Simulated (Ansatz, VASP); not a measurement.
## Al30Ga24N24O37 (amorphous Al2O3 against GaN(10-10), -8 O) in two plane-wave programs

Aim: how closely do two programs agree when they are given the same cell, functional and k mesh? Of the first pair: The structure shown is the start of the Ansatz relaxation below; VASP solves that cell, so the two are compared at the walk's first step.

Main program and level: Ansatz 0.2.0; plane waves, with VASP 6.6.1 beside it; single point at PBE.

### Step 1. The starting structure

The cell holds 115 atoms: 24 Ga, 24 N, 30 Al and 37 O. Its edges and angles: a = 10.460 Å, b = 9.630 Å, c = 13.446 Å, α = 90.0°, β = 90.0°, γ = 90.0°. It derives from GaN (4 planes of wurtzite GaN(10-10)). A slab of 4 planes of wurtzite GaN(10-10) (starting lattice constant a = 3.21 A, c = 5.23 A), 10.46 x 9.63 A in plane. 67 atoms (30 Al, 37 O) packed at random between the slab and its periodic image at 3.05 g/cm^3 (a layer of 7.6 A) and pushed apart as soft spheres. Langevin MD at fixed cell with the MACE-MP-0b2 small potential (Batatia et al., arXiv:2401.00096), steps of 1.5 fs: 0.63 ps at 3000 K with the crystal held, 3000 to 1000 K in 1.8 ps with the crystal held, 1000 to 300 K in 0.9 ps with its inner planes held; soft walls kept the melt out of the crystal while it was held. Then all atoms and the cell's height relaxed. The structure's axis is c.

### Step 2. Ansatz: relaxation, PBE

Ansatz runs on its default PAW (the set named soft_2) files.

The two programs are compared at the cell with which this relaxation starts, whose forces are those of its first step.

File input.yaml:

```yaml
crystal:
  lattice:
    - [10.46, 0.0, 0.0]
    - [0.0, 9.63, 0.0]
    - [0.0, 0.0, 13.44599]
  atoms:
    - { symbol: Ga, position: [0.00408, 0.98468, 0.33191] }
    - { symbol: "N", position: [0.07855, 0.97919, 0.07619] }
    - { symbol: Ga, position: [0.26547, 0.98048, 0.07092] }
    - { symbol: "N", position: [0.31345, 0.98605, 0.34122] }
    - { symbol: Ga, position: [0.00672, 0.15442, 0.14063] }
    - { symbol: "N", position: [0.06776, 0.15475, 0.27779] }
    - { symbol: Ga, position: [0.25545, 0.15197, 0.26971] }
    - { symbol: "N", position: [0.31782, 0.15753, 0.12673] }
    - { symbol: Ga, position: [0.99612, 0.31873, 0.34629] }
    - { symbol: "N", position: [0.05573, 0.31867, 0.0554] }
    - { symbol: Ga, position: [0.25442, 0.32955, 0.05843] }
    - { symbol: "N", position: [0.30639, 0.32133, 0.33853] }
    - { symbol: Ga, position: [0.99603, 0.48168, 0.13314] }
    - { symbol: "N", position: [0.0595, 0.48146, 0.27194] }
    - { symbol: Ga, position: [0.24576, 0.48457, 0.2742] }
    - { symbol: "N", position: [0.31376, 0.48663, 0.13853] }
    - { symbol: Ga, position: [0.00147, 0.64633, 0.33955] }
    - { symbol: "N", position: [0.0614, 0.65145, 0.07255] }
    - { symbol: Ga, position: [0.24902, 0.65474, 0.08191] }
    - { symbol: "N", position: [0.31399, 0.64429, 0.35189] }
    - { symbol: Ga, position: [0.00442, 0.81692, 0.14034] }
    - { symbol: "N", position: [0.067, 0.81336, 0.27889] }
    - { symbol: Ga, position: [0.25416, 0.81535, 0.28173] }
    - { symbol: "N", position: [0.31938, 0.81822, 0.14389] }
    - { symbol: Ga, position: [0.49978, 0.97321, 0.33636] }
    - { symbol: "N", position: [0.58182, 0.99513, 0.06942] }
    - { symbol: Ga, position: [0.76484, 0.00142, 0.07541] }
    - { symbol: "N", position: [0.82164, 0.97199, 0.34178] }
    - { symbol: Ga, position: [0.50699, 0.16347, 0.1351] }
    - { symbol: "N", position: [0.56243, 0.14803, 0.28031] }
    - { symbol: Ga, position: [0.75089, 0.14561, 0.28552] }
    - { symbol: "N", position: [0.81825, 0.16005, 0.15122] }
    - { symbol: Ga, position: [0.48857, 0.30754, 0.34787] }
    - { symbol: "N", position: [0.56344, 0.33978, 0.07594] }
    - { symbol: Ga, position: [0.74289, 0.3236, 0.08263] }
    - { symbol: "N", position: [0.8108, 0.30426, 0.3611] }
    - { symbol: Ga, position: [0.50282, 0.48407, 0.1606] }
    - { symbol: "N", position: [0.56684, 0.47903, 0.2971] }
    - { symbol: Ga, position: [0.75515, 0.47396, 0.2855] }
    - { symbol: "N", position: [0.81148, 0.48679, 0.14454] }
    - { symbol: Ga, position: [0.50161, 0.65324, 0.35255] }
    - { symbol: "N", position: [0.55584, 0.63757, 0.07369] }
    - { symbol: Ga, position: [0.74224, 0.64836, 0.07637] }
    - { symbol: "N", position: [0.81624, 0.6479, 0.3418] }
    - { symbol: Ga, position: [0.50545, 0.81881, 0.13256] }
    - { symbol: "N", position: [0.56833, 0.81009, 0.27147] }
    - { symbol: Ga, position: [0.7548, 0.81091, 0.27121] }
    - { symbol: "N", position: [0.81855, 0.82172, 0.13243] }
    - { symbol: Al, position: [0.82032, 0.52264, 0.77659] }
    - { symbol: Al, position: [0.96793, 0.25089, 0.93844] }
    - { symbol: Al, position: [0.80949, 0.96284, 0.48036] }
    - { symbol: Al, position: [0.99046, 0.78526, 0.55011] }
    - { symbol: Al, position: [0.16314, 0.18552, 0.78084] }
    - { symbol: Al, position: [0.32574, 0.02721, 0.48192] }
    - { symbol: Al, position: [0.52294, 0.80282, 0.58125] }
    - { symbol: Al, position: [0.87708, 0.15732, 0.70875] }
    - { symbol: Al, position: [0.49748, 0.52028, 0.96566] }
    - { symbol: Al, position: [0.54669, 0.13187, 0.56741] }
    - { symbol: Al, position: [0.61062, 0.43089, 0.68426] }
    - { symbol: Al, position: [0.40037, 0.00475, 0.70567] }
    - { symbol: Al, position: [0.08414, 0.50596, 0.75455] }
    - { symbol: Al, position: [0.42076, 0.27967, 0.83658] }
    - { symbol: Al, position: [0.36451, 0.78035, 0.88017] }
    - { symbol: Al, position: [0.91989, 0.83025, 0.75989] }
    - { symbol: Al, position: [0.61415, 0.74102, 0.77357] }
    - { symbol: Al, position: [0.06515, 0.67569, 0.93574] }
    - { symbol: Al, position: [0.10115, 0.05591, 0.58037] }
    - { symbol: Al, position: [0.75172, 0.28812, 0.50313] }
    - { symbol: Al, position: [0.25056, 0.30491, 0.47142] }
    - { symbol: Al, position: [0.95322, 0.41568, 0.56237] }
    - { symbol: Al, position: [0.3068, 0.46206, 0.67559] }
    - { symbol: Al, position: [0.65104, 0.98633, 0.71456] }
    - { symbol: Al, position: [0.74666, 0.6394, 0.47213] }
    - { symbol: Al, position: [0.26312, 0.62538, 0.48429] }
    - { symbol: Al, position: [0.01927, 0.99213, 0.94815] }
    - { symbol: Al, position: [0.23778, 0.78399, 0.66806] }
    - { symbol: Al, position: [0.70046, 0.29922, 0.82781] }
    - { symbol: Al, position: [0.53947, 0.01437, 0.93349] }
    - { symbol: O, position: [0.23752, 0.68671, 0.93625] }
    - { symbol: O, position: [0.84076, 0.96839, 0.70354] }
    - { symbol: O, position: [0.34617, 0.72615, 0.57088] }
    - { symbol: O, position: [0.44367, 0.39328, 0.73021] }
    - { symbol: O, position: [0.17641, 0.14108, 0.48323] }
    - { symbol: O, position: [0.07298, 0.3804, 0.46968] }
    - { symbol: O, position: [0.5562, 0.19211, 0.8871] }
    - { symbol: O, position: [0.09279, 0.6778, 0.48] }
    - { symbol: O, position: [0.95755, 0.51178, 0.67208] }
    - { symbol: O, position: [0.82332, 0.78423, 0.52901] }
    - { symbol: O, position: [0.9086, 0.28354, 0.81636] }
    - { symbol: O, position: [0.98748, 0.9645, 0.50552] }
    - { symbol: O, position: [0.6252, 0.91248, 0.84573] }
    - { symbol: O, position: [0.05282, 0.80312, 0.67104] }
    - { symbol: O, position: [0.80934, 0.47967, 0.50984] }
    - { symbol: O, position: [0.36579, 0.39577, 0.9336] }
    - { symbol: O, position: [0.00398, 0.83698, 0.87999] }
    - { symbol: O, position: [0.40518, 0.19461, 0.49804] }
    - { symbol: O, position: [0.3195, 0.85835, 0.76848] }
    - { symbol: O, position: [0.58231, 0.67746, 0.48141] }
    - { symbol: O, position: [0.24938, 0.96686, 0.60524] }
    - { symbol: O, position: [0.10226, 0.1396, 0.89851] }
    - { symbol: O, position: [0.48479, 0.93918, 0.48239] }
    - { symbol: O, position: [0.32605, 0.14151, 0.7832] }
    - { symbol: O, position: [0.99262, 0.55124, 0.85816] }
    - { symbol: O, position: [0.8749, 0.08707, 0.9639] }
    - { symbol: O, position: [0.79451, 0.70849, 0.78076] }
    - { symbol: O, position: [0.70501, 0.10038, 0.5031] }
    - { symbol: O, position: [0.60843, 0.31885, 0.57297] }
    - { symbol: O, position: [0.38234, 0.93503, 0.95392] }
    - { symbol: O, position: [0.28823, 0.4566, 0.54389] }
    - { symbol: O, position: [0.18286, 0.35798, 0.73951] }
    - { symbol: O, position: [0.05355, 0.11546, 0.69677] }
    - { symbol: O, position: [0.71024, 0.16085, 0.74123] }
    - { symbol: O, position: [0.21811, 0.60829, 0.71765] }
    - { symbol: O, position: [0.49891, 0.66297, 0.86943] }
    - { symbol: O, position: [0.88758, 0.24921, 0.58854] }
kpoints:
  mp_grid: { grid: [1, 1, 1] }
hamiltonian:
  xc: pbe
scf:
  occupations: { method: fermi_dirac, width: 0.025 }
output:
  forces: true
relax:
  f_tol: 0.08
  max_steps: 90
  cell: { fix: [a, b, alpha, beta, gamma] }
```

On the command line:

```sh
ansatz run input.yaml --threads 4 --pin off --max-ram 8192MiB --backend cpu --events-out ev --progress --plain --runs-dir out
```

Numbers of over 12 decimals in the logs are rounded to 6 here.

Output:

```text
Engine: ansatz 0.2.0, aarch64-unknown-linux-gnu
Pseudopotentials: kind: paw
Pseudopotential: Ga, paw, valence charge 13, recommended cutoff 420 eV (normal), Ga.paw.azcp
Pseudopotential: N, paw, valence charge 5, recommended cutoff 420 eV (normal), N.paw.azcp
Pseudopotential: Al, paw, valence charge 3, recommended cutoff 420 eV (normal), Al.paw.azcp
Pseudopotential: O, paw, valence charge 6, recommended cutoff 420 eV (normal), O.paw.azcp
Functional definition: PBE
  parameter kappa = 0.804
  parameter beta = 0.066725
  exchange = pbe_x(kappa = kappa, mu = beta*pi^2/3)
  correlation = pbe_c(beta = beta)
Crystal: 115 atoms, lattice volume = 1354.412 Å³
Basis set: ecut = 420 eV, 26531 PW (Γ), exchange–correlation on 144×144×180 points (8 copies of the dense FFT grid, shifted against one another)
Bands: 487, of which v1, the nominal top of the filled ones, is band 372 counted from 1 (371 counted from 0)
Symmetry: 1 space group operations
Space group: P1 (ITA 1), of the structure as read, at distance tolerance 1.1e-4 Å
k-points: 1
Non-local potential: Ga, projectors of the file, l = 0: 2, l = 1: 2, l = 2: 3, l = 3: 1
Non-local potential: N, projectors of the file, l = 0: 2, l = 1: 2, l = 2: 1
Non-local potential: Al, projectors of the file, l = 0: 2, l = 1: 2, l = 2: 1
Non-local potential: O, projectors of the file, l = 0: 2, l = 1: 2, l = 2: 1
PAW form: soft (Blöchl's): semilocal exchange-correlation on the pseudo side does not see the compensation charge
PAW one-centre angular grid: Ga, 590 points (default); XC on 64 Gauss nodes
PAW one-centre angular grid: N, 110 points (default); XC on 64 Gauss nodes
PAW one-centre angular grid: Al, 110 points (default); XC on 64 Gauss nodes
PAW one-centre angular grid: O, 110 points (default); XC on 64 Gauss nodes
Initial density: superposition of atomic densities (neutral atoms: chi_scale 0, normalization atom), corrected by the library's trained network
Initial wavefunctions: pseudopotential atomic-orbital guess
Functional: x = pbe(κ = 0.804, μ = 0.219515), c = pbe(β = 0.066725)
SCF iter   1: F=—  HF=-137213.970016 eV  |F-HF|=—  |Δ(HF+E_count)|=         —  Δρ=7.61e-3  dr2=3.68e0  ethr=1.77e-3  ⟨swp⟩=6.0  Hψ=2104  notcnv=0  defer=29
preconditioner: auto → LDOS  [insulator: Δε(μ)=0.063 eV  Ē_g=15.574 eV  σ=0.025 eV  W_gap=0.55  n_scr=340 (ndim 8)  ℏωp=27.5 eV  f_vac=0.020  D(μ)=29.33/eV (n_scr^D=176)  ε∞_Penn≈4.1  β→1.0]
SCF iter   2: F=—  HF=-137213.435345 eV  |F-HF|=—  |Δ(HF+E_count)|=   5.35e-1  Δρ=5.74e-3  dr2=1.31e0  ethr=4.94e-4  ⟨swp⟩=2.0  Hψ=574  notcnv=0  defer=107
SCF iter   3: F=—  HF=-137213.404745 eV  |F-HF|=—  |Δ(HF+E_count)|=   3.06e-2  Δρ=6.03e-3  dr2=1.16e0  ethr=1.76e-4  ⟨swp⟩=3.0  Hψ=741  notcnv=0  defer=107
SCF iter   4: F=—  HF=-137213.267142 eV  |F-HF|=—  |Δ(HF+E_count)|=   1.38e-1  Δρ=3.85e-3  dr2=4.67e-1  ethr=1.56e-4  ⟨swp⟩=4.0  Hψ=748  notcnv=0  defer=107
SCF iter   5: F=—  HF=-137213.222486 eV  |F-HF|=—  |Δ(HF+E_count)|=   4.47e-2  Δρ=2.81e-3  dr2=2.12e-1  ethr=6.28e-5  ⟨swp⟩=2.0  Hψ=908  notcnv=0  defer=107
SCF iter   6: F=—  HF=-137213.201980 eV  |F-HF|=—  |Δ(HF+E_count)|=   2.05e-2  Δρ=2.02e-3  dr2=9.85e-2  ethr=2.84e-5  ⟨swp⟩=2.0  Hψ=732  notcnv=0  defer=107
SCF iter   7: F=—  HF=-137213.193411 eV  |F-HF|=—  |Δ(HF+E_count)|=   8.57e-3  Δρ=1.41e-3  dr2=4.91e-2  ethr=1.32e-5  ⟨swp⟩=2.0  Hψ=728  notcnv=0  defer=107
SCF iter   8: F=—  HF=-137213.190181 eV  |F-HF|=—  |Δ(HF+E_count)|=   3.23e-3  Δρ=9.30e-4  dr2=2.27e-2  ethr=6.60e-6  ⟨swp⟩=2.0  Hψ=426  notcnv=0  defer=107
SCF iter   9: F=—  HF=-137213.189030 eV  |F-HF|=—  |Δ(HF+E_count)|=   1.15e-3  Δρ=6.55e-4  dr2=9.73e-3  ethr=3.05e-6  ⟨swp⟩=2.0  Hψ=710  notcnv=0  defer=107
SCF iter  10: F=—  HF=-137213.188327 eV  |F-HF|=—  |Δ(HF+E_count)|=   7.03e-4  Δρ=4.21e-4  dr2=4.34e-3  ethr=1.31e-6  ⟨swp⟩=2.0  Hψ=710  notcnv=0  defer=107
SCF iter  11: F=—  HF=-137213.187996 eV  |F-HF|=—  |Δ(HF+E_count)|=   3.31e-4  Δρ=2.67e-4  dr2=2.11e-3  ethr=5.84e-7  ⟨swp⟩=2.0  Hψ=710  notcnv=0  defer=107
SCF iter  12: F=—  HF=-137213.187778 eV  |F-HF|=—  |Δ(HF+E_count)|=   2.18e-4  Δρ=1.57e-4  dr2=7.91e-4  ethr=2.84e-7  ⟨swp⟩=2.0  Hψ=710  notcnv=0  defer=107
SCF iter  13: F=—  HF=-137213.187732 eV  |F-HF|=—  |Δ(HF+E_count)|=   4.57e-5  Δρ=9.40e-5  dr2=2.64e-4  ethr=1.06e-7  ⟨swp⟩=2.0  Hψ=710  notcnv=0  defer=107
SCF iter  14: F=—  HF=-137213.187711 eV  |F-HF|=—  |Δ(HF+E_count)|=   2.15e-5  Δρ=6.36e-5  dr2=1.17e-4  ethr=3.55e-8  ⟨swp⟩=2.0  Hψ=705  notcnv=0  defer=107
SCF iter  15: F=—  HF=-137213.187740 eV  |F-HF|=—  |Δ(HF+E_count)|=   2.94e-5  Δρ=4.88e-5  dr2=6.30e-5  ethr=1.57e-8  ⟨swp⟩=2.0  Hψ=705  notcnv=0  defer=107
SCF iter  16: F=—  HF=-137213.188860 eV  |F-HF|=—  |Δ(HF+E_count)|=   1.12e-3  Δρ=3.48e-5  dr2=3.07e-5  ethr=8.47e-9  ⟨swp⟩=2.0  Hψ=859  notcnv=0  defer=107
[...]
- { symbol: Ga, position: [1.003365, 0.312364, 0.342462] }
    - { symbol: N, position: [0.054427, 0.304169, 0.061006] }
    - { symbol: Ga, position: [0.247218, 0.309547, 0.055366] }
    - { symbol: N, position: [0.318248, 0.307671, 0.347870] }
    - { symbol: Ga, position: [1.005484, 0.473287, 0.133693] }
    - { symbol: N, position: [0.070185, 0.474959, 0.271038] }
    - { symbol: Ga, position: [0.260132, 0.467621, 0.273119] }
    - { symbol: N, position: [0.319098, 0.469638, 0.134127] }
    - { symbol: Ga, position: [0.00833304, 0.640309, 0.338076] }
    - { symbol: N, position: [0.068294, 0.641795, 0.068999] }
    - { symbol: Ga, position: [0.257160, 0.641021, 0.076766] }
    - { symbol: N, position: [0.320128, 0.635680, 0.348960] }
    - { symbol: Ga, position: [0.00925676, 0.805840, 0.139883] }
    - { symbol: N, position: [0.073556, 0.807999, 0.277225] }
    - { symbol: Ga, position: [0.261251, 0.805854, 0.279821] }
    - { symbol: N, position: [0.328347, 0.804215, 0.142694] }
    - { symbol: Ga, position: [0.504285, 0.964885, 0.333481] }
    - { symbol: N, position: [0.585618, 0.978359, 0.062371] }
    - { symbol: Ga, position: [0.770663, -0.010416, 0.074793] }
    - { symbol: N, position: [0.821953, 0.963079, 0.346614] }
    - { symbol: Ga, position: [0.514192, 0.142025, 0.138508] }
    - { symbol: N, position: [0.570296, 0.128984, 0.274299] }
    - { symbol: Ga, position: [0.756423, 0.136340, 0.287050] }
    - { symbol: N, position: [0.828777, 0.141851, 0.155864] }
    - { symbol: Ga, position: [0.515746, 0.293626, 0.362779] }
    - { symbol: N, position: [0.585277, 0.306172, 0.083672] }
    - { symbol: Ga, position: [0.775837, 0.308992, 0.082501] }
    - { symbol: N, position: [0.817444, 0.298115, 0.361033] }
    - { symbol: Ga, position: [0.510996, 0.468746, 0.142886] }
    - { symbol: N, position: [0.569786, 0.467187, 0.283190] }
    - { symbol: Ga, position: [0.758108, 0.466876, 0.280704] }
    - { symbol: N, position: [0.821402, 0.481711, 0.145500] }
    - { symbol: Ga, position: [0.506267, 0.636878, 0.338524] }
    - { symbol: N, position: [0.568149, 0.634862, 0.067209] }
    - { symbol: Ga, position: [0.766482, 0.636423, 0.052074] }
    - { symbol: N, position: [0.821027, 0.642030, 0.341794] }
    - { symbol: Ga, position: [0.517671, 0.806008, 0.129242] }
    - { symbol: N, position: [0.572306, 0.801680, 0.270460] }
    - { symbol: Ga, position: [0.760875, 0.803964, 0.267650] }
    - { symbol: N, position: [0.823358, 0.810581, 0.129873] }
    - { symbol: Al, position: [0.800569, 0.561616, 0.843079] }
    - { symbol: Al, position: [0.949865, 0.244541, 0.942591] }
    - { symbol: Al, position: [0.814505, 0.955863, 0.484016] }
    - { symbol: Al, position: [0.983806, 0.743273, 0.565208] }
    - { symbol: Al, position: [0.131509, 0.213346, 0.787282] }
    - { symbol: Al, position: [0.316217, 0.024939, 0.480177] }
    - { symbol: Al, position: [0.511529, 0.787640, 0.564452] }
    - { symbol: Al, position: [0.880128, 0.190094, 0.715695] }
    - { symbol: Al, position: [0.553079, 0.568808, 0.937048] }
    - { symbol: Al, position: [0.546469, 0.160547, 0.534924] }
    - { symbol: Al, position: [0.629369, 0.392618, 0.707537] }
    - { symbol: Al, position: [0.375889, 0.043081, 0.690245] }
    - { symbol: Al, position: [0.077378, 0.528869, 0.738924] }
    - { symbol: Al, position: [0.392120, 0.285350, 0.841760] }
    - { symbol: Al, position: [0.351947, 0.790566, 0.869077] }
    - { symbol: Al, position: [0.911574, 0.857365, 0.764098] }
    - { symbol: Al, position: [0.610426, 0.768959, 0.755319] }
    - { symbol: Al, position: [0.064515, 0.677511, 0.933632] }
    - { symbol: Al, position: [0.090344, 0.051867, 0.579199] }
    - { symbol: Al, position: [0.753583, 0.294035, 0.500127] }
    - { symbol: Al, position: [0.246129, 0.301652, 0.476667] }
    - { symbol: Al, position: [0.959852, 0.425108, 0.552827] }
    - { symbol: Al, position: [0.310241, 0.461124, 0.675085] }
    - { symbol: Al, position: [0.644718, 1.061374, 0.733660] }
    - { symbol: Al, position: [0.746785, 0.637290, 0.466952] }
    - { symbol: Al, position: [0.260390, 0.620975, 0.478112] }
    - { symbol: Al, position: [0.022542, 0.987309, 0.951980] }
    - { symbol: Al, position: [0.234092, 0.792366, 0.665429] }
    - { symbol: Al, position: [0.620752, 0.323640, 0.946763] }
    - { symbol: Al, position: [0.525239, 0.0060489, 0.935680] }
    - { symbol: O, position: [0.236995, 0.687111, 0.928573] }
    - { symbol: O, position: [0.819760, 1.005673, 0.722115] }
    - { symbol: O, position: [0.342237, 0.731451, 0.563761] }
    - { symbol: O, position: [0.448105, 0.396147, 0.738520] }
    - { symbol: O, position: [0.165789, 0.133660, 0.478572] }
    - { symbol: O, position: [0.078313, 0.379035, 0.466045] }
    - { symbol: O, position: [0.521930, 0.185112, 0.895223] }
    - { symbol: O, position: [0.093994, 0.679683, 0.473443] }
    - { symbol: O, position: [0.987089, 0.565835, 0.632100] }
    - { symbol: O, position: [0.815774, 0.776771, 0.536067] }
    - { symbol: O, position: [0.954934, 0.291982, 0.812890] }
    - { symbol: O, position: [0.985794, 0.948217, 0.507558] }
    - { symbol: O, position: [0.603040, 0.937120, 0.828168] }
    - { symbol: O, position: [0.047013, 0.818737, 0.676745] }
    - { symbol: O, position: [0.806824, 0.480344, 0.509208] }
    - { symbol: O, position: [0.281711, 0.348562, 0.924221] }
    - { symbol: O, position: [0.00560605, 0.838964, 0.877480] }
    - { symbol: O, position: [0.374799, 0.181377, 0.548977] }
    - { symbol: O, position: [0.331510, 0.874995, 0.754903] }
    - { symbol: O, position: [0.580152, 0.672617, 0.471068] }
    - { symbol: O, position: [0.245492, 0.964098, 0.600620] }
    - { symbol: O, position: [0.097521, 0.130593, 0.901896] }
    - { symbol: O, position: [0.490220, 0.956007, 0.491371] }
    - { symbol: O, position: [0.301314, 0.161180, 0.770868] }
[...]
- { symbol: O, position: [0.367760, 0.936796, 0.948893] }
    - { symbol: O, position: [0.296190, 0.459761, 0.543434] }
    - { symbol: O, position: [0.166199, 0.373704, 0.718909] }
    - { symbol: O, position: [0.048019, 0.114912, 0.694106] }
    - { symbol: O, position: [0.708226, 0.232956, 0.753009] }
    - { symbol: O, position: [0.228384, 0.619637, 0.717808] }
    - { symbol: O, position: [0.499152, 0.694315, 0.849218] }
    - { symbol: O, position: [0.888842, 0.268467, 0.593737] }
```

[end of part 1 of 2]

[Lines on the potential files, build, host, timing and source positions are cut from VASP's logs without a mark.]

[Logs are printed without paths, hosts, clocks, repeated set-up lines and the standing remarks that a program may print on its own settings, such as how far it seeks lower states.]

[Hosts, paths, dates, database ids (printed as entryN), source tags and the programs' standing remarks are cut or masked in the printed files.]
